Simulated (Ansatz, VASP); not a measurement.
# Cross-check of HfC between VASP and Ansatz, part 2 of 2

One calculation is typed for both programs; each brings its own data sets. How far apart do they land? The cell is taken from a series of runs on this material, whose earlier steps may have relaxed, scaled, displaced or heated it; both programs get it as it stands.

VASP 6.6.1 and Ansatz 0.2.0.

So far: The structure; Ansatz: zone-centre phonons, LDA, pair 1; VASP: zone-centre phonons, LDA, pair 1; Differences.

### Step 5. Ansatz: zone-centre phonons, LDA, pair 2

Level of this step: Ansatz beside VASP: Kohn-Sham DFT, plane waves, LDA (Ansatz).

Second derivatives magnify differences that forces hide, and they need a tight electronic threshold. The cell compared in this pair holds 23.66 Å³, against 23.43 Å³ for the pair before.

The cell is taken from a series of runs on this material, whose earlier steps may have relaxed, scaled, displaced or heated it; both programs get it as it stands.

input.yaml reads:

```yaml
crystal:
  lattice:
    - [0.0, 2.2787258022, 2.2787258022]
    - [2.2787258022, 0.0, 2.2787258022]
    - [2.2787258022, 2.2787258022, 0.0]
  atoms:
    - { symbol: C, position: [0.0, 0.0, 0.0] }
    - { symbol: Hf, position: [0.5, 0.5, 0.5] }
kpoints:
  mp_grid: { grid: [16, 16, 16] }
hamiltonian:
  xc: lda
  pseudopotentials: { kind: paw, azcp: { folder: soft_1 }, xc_functional: pbe }
scf:
  occupations: { method: methfessel_paxton, width: 0.2 }
output:
  eigenvalues: true
phonons:
  method: dfpt
```

The run is started by

```sh
ansatz run input.yaml --threads 4 --pin off --max-ram 10240MiB --backend cpu --events-out ev --progress --plain --runs-dir out
```

Numbers of over 12 decimals in the logs are rounded to 6 here.

The program printed:

```text
[...]
Crystal: 2 atoms, lattice volume = 23.665 Å³
Basis set: ecut = 420 eV, 459 PW (Γ), exchange–correlation on 48×48×48 points (8 copies of the dense FFT grid, shifted against one another)
Bands: 19, of which v1, the nominal top of the filled ones, is band 15 counted from 1 (14 counted from 0)
Symmetry: 48 space group operations
k-points: 349 of 4096 (irreducible under 8 space group operations, time reversal used)
[...]
k-point 2: bands = [... 11 lower, 8.7145, 18.6607, 19.1380, 19.1380, 21.3771, 21.3771, 21.8555, 24.6498]
  k-point 348: bands = [... 11 lower, 9.9152, 16.3464, 16.7314, 16.7314, 23.2648, 23.2648, 26.5640, 27.0052]
[...]
ASR residual: 9.603e-6 → 0.000e0 eV/Å²; symmetrization residual: 8.913e-7 eV/Å²
  ASR residual per site (eV/Å²): 5.30e-7 9.60e-6
  Γ frequencies (cm⁻¹): 0.00 0.00 0.00 472.07 472.07 472.07
[...]
[key lines of the parts left out:]
SCF converged after 11 iterations
Free energy (F): -15722.509969 eV
Fermi energy:    19.480067 eV
```

### Step 6. VASP: zone-centre phonons, LDA, pair 2

The same cell, functional (in two slightly different forms), mesh and smearing now go to VASP, with its own data sets.

INCAR reads:

```
SYSTEM = HfC
PREC = Accurate
ENCUT = 600
EDIFF = 1E-08
NELM = 120
ISMEAR = 1
SIGMA = 0.2
LREAL = .FALSE.
ALGO = Normal
GGA = CA
NBANDS = 13
LASPH = .TRUE.
LORBIT = 11
LWAVE = .FALSE.
LCHARG = .FALSE.
ISIF = 2
IBRION = 8
GGA_COMPAT = .FALSE.
KPAR = 2
```

POSCAR reads:

```
HfC
1.0
    0.0000000000      2.2787258022      2.2787258022
    2.2787258022      0.0000000000      2.2787258022
    2.2787258022      2.2787258022      0.0000000000
C Hf
1 1
Direct
    0.0000000000      0.0000000000      0.0000000000
    0.5000000000      0.5000000000      0.5000000000
```

KPOINTS reads:

```
Automatic mesh
0
Gamma
16 16 16
0 0 0
```

Potentials, in the order of the species: C and Hf_pv (LDA family, release 64).

The run is started by

```sh
mpirun -np 2 vasp_std
```

The program printed:

```text
[... set-up lines as in an earlier step ...]
 entering main loop
       N       E                     dE             d eps       ncg     rms          rms(c)
DAV:   1     0.237666021350E+02    0.23767E+02   -0.86054E+03  3778   0.119E+03
DAV:   2    -0.243321451826E+02   -0.48099E+02   -0.45218E+02  4692   0.221E+02
DAV:   3    -0.260108128938E+02   -0.16787E+01   -0.16695E+01  4711   0.297E+01
DAV:   4    -0.260200829337E+02   -0.92700E-02   -0.92689E-02  4189   0.262E+00
[...]
DAV:  12    -0.228924249204E+02    0.22770E-06   -0.17732E-06  4760   0.111E-02    0.287E-02
DAV:  13    -0.228924246798E+02    0.24058E-06   -0.60203E-07  4515   0.435E-03    0.115E-03
DAV:  14    -0.228924246829E+02   -0.30884E-08   -0.19310E-08  4030   0.117E-03
   1 F= -.22892425E+02 E0= -.22892151E+02  d E =-.819644E-03
 Linear response reoptimize wavefunctions to high precision
DAV:   1    -0.228924246834E+02   -0.47635E-09   -0.76749E-10  3220   0.245E-04
DAV:   2    -0.228924246834E+02    0.22737E-12   -0.10187E-10  2375   0.894E-05
 Linear response DOF=           2
 Linear response progress:
[...]
RMM:   8    -0.120297713917E+00   -0.30423E-05   -0.10209E-08 16601   0.655E-04    0.250E-04
RMM:   9    -0.120297179128E+00    0.53479E-06   -0.20402E-09 17229   0.115E-04    0.217E-04
RMM:  10    -0.120297183941E+00   -0.48131E-08    0.77002E-09 17490   0.247E-05    0.980E-05
 first order change of Fermi-energy   0.46007E-03
 force on displaced ion       1 direction 1 :  -9.172   0.000   0.000
 Linear response progress:
  Degree of freedom:   2/  2
       N       E                     dE             d eps       ncg     rms          rms(c)
RMM:   1    -0.212168318743E+00   -0.21217E+00    0.37587E+00 10182   0.118E+01
RMM:   2    -0.207584492646E+00    0.45838E-02   -0.30027E-02 14029   0.126E+00    0.555E-01
RMM:   3    -0.206926704321E+00    0.65779E-03   -0.92470E-04 17207   0.146E-01    0.228E-01
RMM:   4    -0.206464595847E+00    0.46211E-03   -0.76857E-05 18526   0.499E-02    0.140E-01
[...]
RMM:  13    -0.206073366594E+00    0.20556E-08   -0.26775E-07 18503   0.119E-05    0.109E-05
RMM:  14    -0.206073368513E+00   -0.19189E-08   -0.14863E-07 15026   0.801E-06    0.112E-05
RMM:  15    -0.206073373321E+00   -0.48081E-08   -0.75885E-08 13898   0.639E-06    0.236E-06
 first order change of Fermi-energy   0.19643E-04
 force on displaced ion       2 direction 1 :  -9.164   0.000   0.000
 Linear response finished
```

Parts of OUTCAR (step 6):

```text
  Total        0.4878479      0.4878479      0.4878479      0.0000000      0.0000000      0.0000000
  in kB       33.0284979     33.0284979     33.0284979      0.0000000      0.0000000      0.0000000
  external PRESSURE =      33.0284979 kB  Pullay stress =       0.0000000 kB

 POSITION                                       TOTAL-FORCE (eV/Angst)
 -----------------------------------------------------------------------------------
      0.00000      0.00000      0.00000        -0.000000      0.000000     -0.000000
      2.27873      2.27873      2.27873         0.000000      0.000000      0.000000
 -----------------------------------------------------------------------------------
    total drift:                                0.000000      0.000000      0.000000

[... 1 part as in an earlier step ...]

[... 1 further part left out ...]
```

### Step 7. Differences

What differs besides the data sets and the points named for the pairs above, as far as they apply: the data sets hold 30 valence electrons in Ansatz (on its PAW soft_1 files) and 14 in VASP. Total energies have different zeros and are not compared.

The two programs side by side:

```
                  quantity  Ansatz   VASP  difference
optical mode 1 to 3 (cm⁻¹)   472.1  470.8     +0.27 %
```

Modes are paired by rising frequency, not by their patterns, so a pair may set unlike modes beside each other; they are those without the splitting of longitudinal modes.

### Step 8. What came out

* r.m.s. difference of the optical zone-centre modes, each program's sorted by frequency (zone-centre phonons, LDA, pair 1): 1.3 cm⁻¹
* r.m.s. difference of the optical zone-centre modes, each program's sorted by frequency (zone-centre phonons, LDA, pair 2): 1.3 cm⁻¹

**Reading.** The r.m.s. difference of the optical zone-centre modes, each program's sorted by frequency is 1.3 cm⁻¹ (zone-centre phonons, LDA, pair 1). The data sets hold unlike numbers of valence electrons (30 in Ansatz and 14 in VASP), so part of the differences comes from the potentials. How closely two codes agree says nothing of how well the functional describes the real material.

[Lines on the potential files, build, host, timing and source positions are cut from VASP's logs without a mark.]

[Logs are printed without paths, hosts, clocks, repeated set-up lines and the standing remarks that a program may print on its own settings, such as how far it seeks lower states.]

[Hosts, paths, dates, database ids (printed as entryN), source tags and the programs' standing remarks are cut or masked in the printed files.]
